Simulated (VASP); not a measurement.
Input:

```
HfC
1.0
    0.00000     2.89830     2.89830
    2.89830     0.00000     2.89830
    2.89830     2.89830     0.00000
Hf C
1 1
Direct
  0.00000   0.00000   0.00000
  0.25000   0.25000   0.25000
```

Level of theory: PBEsol GGA, VASP's PBE PAW potentials (set 64) (plane waves; VASP). Settings: 520 eV cut-off, 10×10×10 Γ-centred mesh, first-order Methfessel-Paxton smearing of 0.10 eV, potentials Hf_pv C.

Energy and stress use the plane-wave basis of the starting cell.

Question: The ions, cell shape and volume are relaxed. What does this cell relax into?

Answer: 
```
HfC
1.0
    0.00000     2.49671     2.49671
    2.49671     0.00000     2.49671
    2.49671     2.49671     0.00000
Hf C
1 1
Direct
  0.00000   0.00000   0.00000
  0.25000   0.25000   0.25000
```
Space group F-43m (216), at a tolerance of 0.03 Å.

Question: How do energy and volume change from the first to the last step?

Answer: The energy (σ→0) changes by -1240.8 meV/atom and the volume by -36.1 %, in 7 ionic steps.

The structure was generated: HfC was put into the zinc blende type (F-43m), which need not be its known phase. This run relaxes it. Symmetry was kept, so distortions that lower it aren't found.
